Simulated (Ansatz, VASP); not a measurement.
## Two plane-wave programs on Si4IrPt

Contents of INCAR:

```
PREC = Accurate ; ENCUT = 520
EDIFF = 1E-6 ; ISMEAR = 0
SIGMA = 0.1 ; LREAL = False
LASPH = True ; NELM = 60
ALGO = Normal ; ISIF = 2
LWAVE = False ; LCHARG = False
GGA = PE ; NBANDS = 26
```

File KPOINTS:

```
Automatic mesh
0
Gamma
  6 6 4
```

POSCAR

```
Si4IrPt
1.0
    3.4748523600      0.0000000000      0.0000000000
   -1.7374261800      3.0093104200      0.0000000000
    0.0000000000      0.0000000000      7.2235250600
Si Ir Pt
4 1 1
Direct
    0.3333333300      0.6666666700      0.7432699200
    0.3333333300      0.6666666700      0.2567300800
    0.6666666700      0.3333333300      0.7432699200
    0.6666666700      0.3333333300      0.2567300800
    0.0000000000      0.0000000000      0.5000000000
    0.0000000000      0.0000000000      0.0000000000
```

Input for Ansatz:

```yaml
crystal:
  lattice:
    - [3.47485236, 0.0, 0.0]
    - [-1.73742618, 3.00931042, 0.0]
    - [0.0, 0.0, 7.22352506]
  atoms:
    - { symbol: Si, position: [0.33333333, 0.66666667, 0.74326992] }
    - { symbol: Si, position: [0.33333333, 0.66666667, 0.25673008] }
    - { symbol: Si, position: [0.66666667, 0.33333333, 0.74326992] }
    - { symbol: Si, position: [0.66666667, 0.33333333, 0.25673008] }
    - { symbol: Ir, position: [0.0, 0.0, 0.5] }
    - { symbol: Pt, position: [0.0, 0.0, 0.0] }
basis:
  ecutwfc: 420
kpoints:
  mp_grid: { grid: [6, 6, 4] }
hamiltonian:
  xc: pbe
scf:
  occupations: { method: gaussian, width: 0.1 }
  lower_state_search: "off"
output:
  forces: true
  stress: true
  eigenvalues: true
```

Change from the starting cell: species swapped into the TiVB4 type (P6/mmm, No. 191).

Alike in both runs: task single point; functional PBE; k mesh 6 × 6 × 4; occupations gaussian, width 0.1 eV; no spin polarisation.

```csv
,VASP,Ansatz
version,VASP 6.6.1,Ansatz 0.2.0
potentials or method,"VASP PAW PBE potentials, release 64 (Si, Ir, Pt)","scalar-relativistic, plane waves, PAW"
plane-wave cutoff (eV),520,420
valence electrons in the cell,35,51
```

|  | VASP | Ansatz | Ansatz less VASP |
| --- | --- | --- | --- |
| gap on the k mesh at the Fermi level (eV) | none | none | - |
| rms of the force components (eV/Å) | 0.050 | 0.061 | +0.0116 |

Atom by atom the forces differ by 0.012 eV/Å (rms over components). A gap of «none» marks a metal or a gap that the smearing closes. The two sets of potentials don't hold the same shells in valence.

 Spin-orbit coupling is left out, which matters for the levels of Ir, Pt.
